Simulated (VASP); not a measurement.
# TaW in VASP: notebook

Runs on TaW. Level: PBEsol+U. Tasks: single point.

All numbers are computed with VASP 6.6.1; they aren't measurements. Logs are shortened: lines on timing, memory, paths and dates and some standing lists are left out, and cuts for length are marked.

## 1. The slab as given

The cell holds a slab with vacuum, 6 atoms: a = 2.816 Å, b = 2.816 Å, c = 26.303 Å, α = 90.00°, β = 90.00°, γ = 110.04°.

## 2. Single point, PBEsol+U

Contents of INCAR:

```
SYSTEM = TaW
  PREC = Accurate
  ENCUT = 520
  EDIFF = 1E-7
  ISMEAR = -1
  SIGMA = 0.05
  LREAL = .FALSE.
  LASPH = .TRUE.
  NELM = 60
  ALGO = Normal
  ISIF = 2
  LWAVE = .FALSE.
  LCHARG = .FALSE.
  LMAXMIX = 4
  LDAU = .TRUE.
  LDAUTYPE = 2
  LDAUL = 2 2
  LDAUU = 5 5
  LDAUJ = 0 0
  LDAUPRINT = 1
  LDIPOL = .TRUE.
  IDIPOL = 3
  DIPOL = 0.5 0.5 0.500
  GGA = PS
  NBANDS = 46
```

Contents of KPOINTS:

```
regular mesh
0
G
  7 7 1
  0 0 0
```

Contents of POSCAR:

```
TaW
1.0
    2.8156310853      0.0000000000      0.0000000000
   -0.9649541523      2.6451166123      0.0000000000
    0.0000000000      0.0000000000     26.3034960250
W Ta
3 3
Direct
    0.5000000000      0.5000000000      0.2851332003
    0.5000000000      0.5000000000      0.4570266401
    0.5000000000      0.5000000000      0.6289200798
    0.0000000000      0.0000000000      0.3710799202
    0.0000000000      0.0000000000      0.5429733599
    0.0000000000      0.0000000000      0.7148667997
```

Potentials or basis: VASP PAW PBE potentials, release 64 (W_sv, Ta_pv).

Command:

```
cat potpaw_PBE.64/W_sv/POTCAR potpaw_PBE.64/Ta_pv/POTCAR > POTCAR
mpirun -np 1 vasp_std > vasp.out
```

OUTCAR:

```text
SYSTEM = TaW
   PREC = Accurate
   ENCUT = 520
   EDIFF = 1E-7
   ISMEAR = -1
   LREAL = .FALSE.
   LASPH = .TRUE.
   NELM = 60
   ISIF = 2
   GGA = PS

 ion  position               nearest neighbor table
   1  0.500  0.500  0.285-   4 2.78   4 2.78   4 3.23   4 3.23
   2  0.500  0.500  0.457-   5 2.78   5 2.78   4 2.78   4 2.78   5 3.23   5 3.23   4 3.23   4 3.23

   3  0.500  0.500  0.629-   5 2.78   5 2.78   6 2.78   6 2.78   5 3.23   5 3.23   6 3.23   6 3.23

   4  0.000  0.000  0.371-   2 2.78   2 2.78   1 2.78   1 2.78   2 3.23   2 3.23   1 3.23   1 3.23

   5  0.000  0.000  0.543-   2 2.78   2 2.78   3 2.78   3 2.78   2 3.23   2 3.23   3 3.23   3 3.23

   6  0.000  0.000  0.715-   3 2.78   3 2.78   3 3.23   3 3.23

  LATTYP: Found a base centered orthorhombic cell.
 ALAT       =     3.2282575800
 B/A-ratio  =     1.4292697797
 C/A-ratio  =     8.1478925931

  Lattice vectors:

 A1 = (   2.8156310853,   0.0000000000,   0.0000000000)
 A2 = (  -0.9649541523,   2.6451166123,   0.0000000000)
 A3 = (   0.0000000000,   0.0000000000,  26.3034960250)

Analysis of symmetry for initial positions (statically):
=====================================================================
 Subroutine PRICEL returns:
 Original cell was already a primitive cell.

 Routine SETGRP: Setting up the symmetry group for a
 base centered orthorhombic supercell.

 Subroutine GETGRP returns: Found  4 space group operations
 (whereof  4 operations were pure point group operations)
 out of a pool of  8 trial point group operations.

The static configuration has the point symmetry C_2v.

Analysis of symmetry for dynamics (positions and initial velocities):
=====================================================================
 Subroutine PRICEL returns:
 Original cell was already a primitive cell.

 Routine SETGRP: Setting up the symmetry group for a
 base centered orthorhombic supercell.

 Subroutine GETGRP returns: Found  4 space group operations
 (whereof  4 operations were pure point group operations)
 out of a pool of  8 trial point group operations.

The dynamic configuration has the point symmetry C_2v.

 Subroutine INISYM returns: Found  4 space group operations
 (whereof  4 operations are pure point group operations),
 and found     1 'primitive' translations

----------------------------------------------------------------------------------------

                                     Primitive cell

  volume of cell :     195.8998

  direct lattice vectors                    reciprocal lattice vectors
     2.815631085  0.000000000  0.000000000     0.355160165  0.129564524  0.000000000
    -0.964954152  2.645116612  0.000000000     0.000000000  0.378055166  0.000000000
     0.000000000  0.000000000 26.303496025     0.000000000  0.000000000  0.038017760

  length of vectors
     2.815631085  2.815631085 26.303496025     0.378055166  0.378055166  0.038017760

  position of ions in fractional coordinates (direct lattice)
     0.500000000  0.500000000  0.285133200
     0.500000000  0.500000000  0.457026640
     0.500000000  0.500000000  0.628920080
     0.000000000  0.000000000  0.371079920
     0.000000000  0.000000000  0.542973360
     0.000000000  0.000000000  0.714866800

  ion indices of the primitive-cell ions
   primitive index   ion index
                 1           1
                 2           2
                 3           3
                 4           4
                 5           5
                 6           6

----------------------------------------------------------------------------------------

 KPOINTS: regular mesh

Automatic generation of k-mesh.
 Grid dimensions read from file:
 generate k-points for:    7    7    1

 Generating k-lattice:

  Cartesian coordinates                     Fractional coordinates (reciprocal lattice)
     0.050737166  0.018509218  0.000000000     0.142857143  0.000000000  0.000000000
     0.000000000  0.054007881  0.000000000     0.000000000  0.142857143  0.000000000
     0.000000000  0.000000000  0.038017760     0.000000000  0.000000000  1.000000000

  Length of vectors
     0.054007881  0.054007881  0.038017760

  Shift w.r.t. Gamma in fractional coordinates (k-lattice)
     0.000000000  0.000000000  0.000000000

 Subroutine IBZKPT returns following result:
 ===========================================

 Found     16 irreducible k-points:

 Following reciprocal coordinates:
            Coordinates               Weight
  0.000000  0.000000  0.000000      1.000000
  0.142857 -0.000000  0.000000      4.000000
  0.285714 -0.000000  0.000000      4.000000
  0.428571 -0.000000  0.000000      4.000000
  0.142857  0.142857  0.000000      2.000000
  0.285714  0.142857  0.000000      4.000000
[... 8 lines left out ...]
  0.428571  0.428571  0.000000      2.000000
 -0.428571  0.428571  0.000000      2.000000
   k-points           NKPTS =     16   k-points in BZ     NKDIM =     16   number of bands    NBANDS=     46
   number of dos      NEDOS =    301   number of ions     NIONS =      6
   total plane-waves  NPLWV = 112896
   dimension x,y,z NGX =    24 NGY =   24 NGZ =  196
   dimension x,y,z NGXF=    48 NGYF=   48 NGZF=  392
   ions per type =               3   3
   NGX,Y,Z   is equivalent  to a cutoff of  14.17, 14.17, 12.39 a.u.
   NGXF,Y,Z  is equivalent  to a cutoff of  28.34, 28.34, 24.78 a.u.
 SYSTEM =  TaW
   PREC   = accura    normal or accurate (medium, high low for compatibility)
   ISTART =      0    job   : 0-new  1-cont  2-samecut
   ICHARG =      2    charge: 1-file 2-atom 10-const
   ISPIN  =      1    spin polarized calculation?
   LNONCOLLINEAR =      F non collinear calculations
   LSORBIT =      F    spin-orbit coupling
   LASPH  =      T    aspherical Exc in radial PAW
   ENCUT  =  520.0 eV  38.22 Ry    6.18 a.u.   5.24  5.24 48.91*2*pi/ulx,y,z
   NELM   =     60;   NELMIN=  2; NELMDL= -5     # of ELM steps
   EDIFF  = 0.1E-06   stopping-criterion for ELM
   LREAL  =      F    real-space projection
   EDIFFG = 0.1E-05   stopping-criterion for IOM
   NSW    =      0    number of steps for IOM
   IBRION =     -1    ionic relax: 0-MD 1-quasi-New 2-CG
   NFREE  =      0    steps in history (QN), initial steepest desc. (CG)
   ISIF   =      2    stress and relaxation
   ISYM   =      2    0-nonsym 1-usesym 2-fastsym
   POTIM  = 0.5000    time-step for ionic-motion
   TEBEG  =    0.0;   TEEND  =   0.0 temperature during run
   PSTRESS=    0.0 pullay stress
   NELECT =      75.0000    total number of electrons
   NUPDOWN=      -1.0000    fix difference up-down
   EMIN   =  10.00;   EMAX   =-10.00  energy-range for DOS
   EFERMI =   0.00;   METHOD = LEGACY
   ISMEAR =    -1;   SIGMA  =   0.05  broadening in eV -4-tet -1-fermi 0-gaus
   EFERMI_NEDOS =   21; number of points for ismear=-14 and -15
   IALGO  =     38    algorithm
   IMIX   =      4    mixing-type and parameters
     AMIX     =   0.40;   BMIX     =  1.00
     AMIX_MAG =   1.60;   BMIX_MAG =  1.00
  volume/ion in A,a.u.               =      32.65       220.33
  Fermi-wavevector in a.u.,A,eV,Ry     =   1.188732  2.246377 19.226167  1.413083
  Thomas-Fermi vector in A             =   2.324855
   LORBIT       =      0    0 simple, 1 ext, 2 COOP (PROOUT), +10 PAW based schemes
 LDA+U is selected, type is set to LDAUTYPE =  2
   angular momentum for each species LDAUL =     2    2
   U (eV)           for each species LDAUU =   5.0  5.0
   J (eV)           for each species LDAUJ =   0.0  0.0
   GGA     = PS    functional components
   LHFCALC =     F    Hartree Fock is set to
   AEXX    =    0.0000 exact exchange contribution
   IVDW    =     0    specifies the selected vdW correction
   LEPSILON=     F    determine dielectric tensor
   LRPA    =     F    only Hartree local field effects (RPA)
 non-spin polarized calculation
  energy-cutoff  :      520.00
  volume of cell :      195.90
 maximum number of plane-waves:      5302
 NGX is ok and might be reduce to    24
   NGX = 11   NGY = 11   NGZ = 97

 dipolmoment           0.000000      0.000000      0.186862 electrons x Angstroem

atom =   1  type =  1  l = 2

 onsite density matrix

spin component  1

  0.2787  0.0000  0.0579  0.0000  0.0540
  0.0000  0.3153  0.0000  0.0425  0.0000
  0.0579  0.0000  0.3174  0.0000 -0.0211
  0.0000  0.0425  0.0000  0.2843  0.0000
  0.0540  0.0000 -0.0211  0.0000  0.4071

spin component  2

  0.2787  0.0000  0.0579  0.0000  0.0540
  0.0000  0.3153  0.0000  0.0425  0.0000
  0.0579  0.0000  0.3174  0.0000 -0.0211
  0.0000  0.0425  0.0000  0.2843  0.0000
  0.0540  0.0000 -0.0211  0.0000  0.4071
[... 166 lines left out ...]
 occupancies and eigenvectors

  o =  0.1583  v = -0.6041 -0.0000  0.7659  0.0000  0.2204  0.0000  0.0000  0.0000  0.0000  0.0000      0.0000  0.0000  0.0000  0.0000  0.0000  0.0000  0.0000  0.0000  0.0000  0.0000
  o =  0.1583  v =  0.0000  0.0000  0.0000  0.0000  0.0000 -0.6041 -0.0000  0.7659  0.0000  0.2204      0.0000  0.0000  0.0000  0.0000  0.0000  0.0000  0.0000  0.0000  0.0000  0.0000
  o =  0.1712  v = -0.0000  0.5733  0.0000 -0.8194  0.0000  0.0000  0.0000  0.0000  0.0000  0.0000      0.0000  0.0000  0.0000  0.0000  0.0000  0.0000  0.0000  0.0000  0.0000  0.0000
  o =  0.1712  v =  0.0000  0.0000  0.0000  0.0000  0.0000 -0.0000  0.5733  0.0000 -0.8194  0.0000      0.0000  0.0000  0.0000  0.0000  0.0000  0.0000  0.0000  0.0000  0.0000  0.0000
  o =  0.2238  v =  0.0000 -0.8194 -0.0000 -0.5733  0.0000  0.0000  0.0000  0.0000  0.0000  0.0000      0.0000  0.0000  0.0000  0.0000  0.0000  0.0000  0.0000  0.0000  0.0000  0.0000
  o =  0.2238  v =  0.0000  0.0000  0.0000  0.0000  0.0000  0.0000 -0.8194 -0.0000 -0.5733  0.0000      0.0000  0.0000  0.0000  0.0000  0.0000  0.0000  0.0000  0.0000  0.0000  0.0000
  o =  0.2634  v =  0.0000  0.0000  0.0000  0.0000  0.0000  0.7195  0.0000  0.6430  0.0000 -0.2625      0.0000  0.0000  0.0000  0.0000  0.0000  0.0000  0.0000  0.0000  0.0000  0.0000
  o =  0.2634  v =  0.7195  0.0000  0.6430  0.0000 -0.2625  0.0000  0.0000  0.0000  0.0000  0.0000      0.0000  0.0000  0.0000  0.0000  0.0000  0.0000  0.0000  0.0000  0.0000  0.0000
  o =  0.3029  v = -0.3427 -0.0000 -0.0000 -0.0000 -0.9394  0.0000  0.0000  0.0000  0.0000  0.0000      0.0000  0.0000  0.0000  0.0000  0.0000  0.0000  0.0000  0.0000  0.0000  0.0000
  o =  0.3029  v =  0.0000  0.0000  0.0000  0.0000  0.0000 -0.3427 -0.0000 -0.0000 -0.0000 -0.9394      0.0000  0.0000  0.0000  0.0000  0.0000  0.0000  0.0000  0.0000  0.0000  0.0000

 number of electron      75.0000005 magnetization

 dipolmoment           0.000000      0.000000     -0.004204 electrons x Angstroem

 Free energy of the ion-electron system (eV)
  ---------------------------------------------------
  ext. energy  EPLUGINS =         0.00000000
  ---------------------------------------------------
  free energy    TOTEN  =       -46.88538176 eV

  energy without entropy =      -46.84287899  energy(sigma->0) =      -46.86413038

 E-fermi :   2.0651     XC(G=0):  -7.6858

 val. band max:        2.0320234653   @ k =  -0.1429   0.1429   0.0000
 cond. band min:       2.0693530515   @ k =   0.0000   0.0000   0.0000
 fundamental gap:      0.0373295862
 Fermi energy:         2.0651263288

 k-point     1 :       0.0000    0.0000    0.0000
  band No.  band energies     occupation
      1     -72.3529      2.00000
      2     -72.0023      2.00000
      3     -71.8951      2.00000
      4     -36.6782      2.00000
      5     -36.2577      2.00000
      6     -36.1695      2.00000
[... 773 lines left out ...]
     45       6.5287      0.00000
     46       6.7566      0.00000

------------------------ aborting loop because EDIFF is reached ----------------------------------------

 vacuum level on the upper side and lower side of the slab       (xc-potential included)        -0.194        -0.074

  FORCE on cell =-STRESS in cart. coord.  units (eV):
  Direction    XX          YY          ZZ          XY          YZ          ZX
  --------------------------------------------------------------------------------------
  -------------------------------------------------------------------------------------
  Total        1.8849827      1.4328831      4.8736933     -0.6196440      0.0000000      0.0000000
  in kB       15.4164330     11.7189119     39.8597649     -5.0677922      0.0000000      0.0000000
  external PRESSURE =      22.3317033 kB  Pullay stress =       0.0000000 kB

 VOLUME and BASIS-vectors are now :
 -----------------------------------------------------------------------------
  energy-cutoff  :      520.00
  volume of cell :      195.90
      direct lattice vectors                 reciprocal lattice vectors
     2.815631085  0.000000000  0.000000000     0.355160165  0.129564524  0.000000000
    -0.964954152  2.645116612  0.000000000     0.000000000  0.378055166  0.000000000
     0.000000000  0.000000000 26.303496025     0.000000000  0.000000000  0.038017760

 POSITION                                       TOTAL-FORCE (eV/Angst)
 -----------------------------------------------------------------------------------
      0.92534      1.32256      7.50000        -0.000000      0.000000     -0.225907
      0.92534      1.32256     12.02140        -0.000000      0.000000      0.086084
      0.92534      1.32256     16.54280        -0.000000      0.000000      0.332701
      0.00000      0.00000      9.76070         0.000000      0.000000     -0.356001
      0.00000      0.00000     14.28210        -0.000000      0.000000     -0.116551
      0.00000      0.00000     18.80350        -0.000000      0.000000      0.279675
 -----------------------------------------------------------------------------------
    total drift:                                0.000000      0.000000     -0.000051

  FREE ENERGIE OF THE ION-ELECTRON SYSTEM (eV)
  ---------------------------------------------------
  free  energy   TOTEN  =       -46.8853817610 eV

  energy  without entropy=      -46.8428789891  energy(sigma->0) =      -46.86413038

 vacuum level on the upper side and lower side of the slab         6.920         7.046
```

Wall time 4.2 min (1 thread of Intel Xeon Platinum 8488C (Sapphire Rapids), shared host); peak memory 0.38 GiB.

What came out:

- Free energy: -46.8854 eV
- Largest force: 0.356 eV/Å
- Band gap on the k mesh: none (metal or under the smearing width)

Forces in eV/Å, atoms in the order of the input:
```
W    0.000  0.000 -0.226
W    0.000  0.000  0.086
W    0.000  0.000  0.333
Ta   0.000  0.000 -0.356
Ta   0.000  0.000 -0.117
Ta   0.000  0.000  0.280
```

Levels at points of the mesh, in eV from the Fermi level:
```tsv
k point	band 35	band 36	band 37	band 38	band 39	band 40
(0.00, 0.00, 0.00)	-0.12	0.00	0.08	0.11	0.34	0.35
```

Eigenvalues of the final occupation matrices:
```csv
site,spin,trace,eigenvalues
site 1 d,1,1.60,0.22 0.25 0.35 0.36 0.43
site 1 d,2,1.60,0.22 0.25 0.35 0.36 0.43
site 2 d,1,1.65,0.23 0.23 0.37 0.39 0.43
site 2 d,2,1.65,0.23 0.23 0.37 0.39 0.43
site 3 d,1,1.65,0.22 0.23 0.37 0.40 0.43
site 3 d,2,1.65,0.22 0.23 0.37 0.40 0.43
site 4 d,1,1.15,0.16 0.17 0.27 0.27 0.28
site 4 d,2,1.15,0.16 0.17 0.27 0.27 0.28
site 5 d,1,1.14,0.17 0.17 0.26 0.27 0.27
site 5 d,2,1.14,0.17 0.17 0.26 0.27 0.27
site 6 d,1,1.12,0.16 0.17 0.22 0.26 0.30
site 6 d,2,1.12,0.16 0.17 0.22 0.26 0.30
```

Caveat: the PAW data sets were made with another functional, which shifts forces and pressure a little; U without spin polarisation on a metal has little footing; the U is typed as a test and isn't derived for this compound. The run has no spin-orbit coupling, so splittings on Ta, W are missing.

## 3. Single point, PBEsol+U

Edit INCAR of step 2 so:

```diff
@@ -17,3 +17,3 @@
   LDAUL = 2 2
-  LDAUU = 5 5
+  LDAUU = 6 6
   LDAUJ = 0 0
```

KPOINTS is that of step 2.

POSCAR is that of step 2.

Potentials or basis: VASP PAW PBE potentials, release 64 (W_sv, Ta_pv).

Command:

```
cat potpaw_PBE.64/W_sv/POTCAR potpaw_PBE.64/Ta_pv/POTCAR > POTCAR
mpirun -np 1 vasp_std > vasp.out
```

It took 4.2 min on 1 thread of Intel Xeon Platinum 8488C (Sapphire Rapids), shared host; peak memory 0.38 GiB.

Results (log left out):

```
Free energy            : -41.1285 eV
Largest force          : 0.455 eV/Å
Band gap on the k mesh : none (metal or under the smearing width)
```

Forces on the atoms (eV/Å):
```
W    0.000  0.000 -0.437
W    0.000  0.000  0.084
W    0.000  0.000  0.312
Ta   0.000  0.000 -0.306
Ta   0.000  0.000 -0.108
Ta   0.000  0.000  0.455
```

Levels at points of the mesh, in eV from the Fermi level:
```tsv
k point	band 33	band 34	band 35	band 36	band 37	band 38	band 39	band 40	band 41	band 42
(0.00, 0.00, 0.00)	-0.58	-0.25	-0.09	0.01	0.06	0.14	0.34	0.40	0.74	0.80
```

Eigenvalues of the final occupation matrices:
```
    site  spin  trace               eigenvalues
site 1 d     1   1.59  0.21 0.24 0.35 0.36 0.43
site 1 d     2   1.59  0.21 0.24 0.35 0.36 0.43
site 2 d     1   1.64  0.22 0.22 0.36 0.39 0.44
site 2 d     2   1.64  0.22 0.22 0.36 0.39 0.44
site 3 d     1   1.64  0.21 0.22 0.36 0.40 0.44
site 3 d     2   1.64  0.21 0.22 0.36 0.40 0.44
site 4 d     1   1.13  0.16 0.16 0.27 0.27 0.27
site 4 d     2   1.13  0.16 0.16 0.27 0.27 0.27
site 5 d     1   1.12  0.16 0.16 0.26 0.27 0.27
site 5 d     2   1.12  0.16 0.16 0.26 0.27 0.27
site 6 d     1   1.10  0.15 0.17 0.22 0.26 0.30
site 6 d     2   1.10  0.15 0.17 0.22 0.26 0.30
```

Caveat: the PAW data sets were made with another functional, which shifts forces and pressure a little; U without spin polarisation on a metal has little footing; the U is typed as a test and isn't derived for this compound.

[end of part 1 of 2]
